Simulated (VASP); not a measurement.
Input:

```yaml
crystal:
  lattice:
    - [4.21653, 0.00000, 0.00000]
    - [0.00000, 4.21653, 0.00000]
    - [0.00000, 0.00000, 4.21653]
  atoms:
    - { symbol: Ba, position: [0.00000, 0.00000, 0.00000] }
    - { symbol: Zr, position: [0.50000, 0.50000, 0.50000] }
    - { symbol: O, position: [0.50000, 0.00000, 0.50000] }
    - { symbol: O, position: [0.00000, 0.50000, 0.50000] }
    - { symbol: O, position: [0.50000, 0.50000, 0.00000] }
```

Computed with PBE GGA with D4 dispersion, VASP's PBE PAW potentials (set 64) (plane waves; VASP). Run with 520 eV cut-off, 6×6×6 Γ-centred mesh, tetrahedra with Blöchl corrections, potentials Ba_sv Zr_sv O.

Unless said otherwise, spin-orbit coupling is left out, though it shifts the bands of the heavy elements here.

Tabulate the total density of states (states/eV per cell) against energy (eV; zero at the valence-band maximum or, without a gap, the Fermi level).

```
E (eV) | DOS (states/eV)
    -9.99 |  0.00
    -9.75 |  0.00
    -9.40 |  0.00
    -9.16 |  0.00
    -8.92 |  0.00
    -8.56 |  0.00
    -8.32 |  0.00
    -8.09 |  0.00
    -7.73 |  0.00
    -7.49 |  0.00
    -7.13 |  0.00
    -6.90 |  0.00
    -6.66 |  0.00
    -6.30 |  0.00
    -6.06 |  0.00
    -5.82 |  0.00
    -5.47 |  0.00
    -5.23 |  0.00
    -4.99 |  0.00
    -4.63 |  0.00
    -4.39 |  0.00
    -4.16 |  0.00
    -3.80 |  0.01
    -3.56 | ########## 3.42
    -3.20 | ############## 4.83
    -2.96 | ############# 4.56
    -2.73 | ########## 3.39
    -2.37 | ################## 6.28
    -2.13 | ##################### 7.27
    -1.89 | ################## 6.24
    -1.53 | ############ 4.18
    -1.30 | ########### 3.93
    -1.06 | ##### 1.84
    -0.70 | ############################## 10.3
    -0.46 | ################# 5.65
    -0.22 | ########## 3.43
     0.13 |  0.00
     0.37 |  0.00
     0.73 |  0.00
     0.97 |  0.00
     1.20 |  0.00
     1.56 |  0.00
     1.80 |  0.00
     2.04 |  0.00
     2.40 |  0.00
     2.63 |  0.00
     2.87 |  0.00
     3.23 |  0.07
     3.47 | # 0.30
     3.71 | ## 0.78
     4.06 | #### 1.50
     4.30 | #### 1.43
     4.66 | ##### 1.66
     4.90 | ###### 1.94
     5.14 | ########## 3.51
     5.49 | ############# 4.60
     5.73 | ########## 3.41
     5.97 | ####### 2.36
     6.33 | ### 1.10
     6.57 | ###### 2.01
```
Within 2 eV below the valence-band maximum the largest weight inside VASP's projection spheres is O p.

The compound is BaZrO3 in the cubic perovskite structure. It was relaxed first.
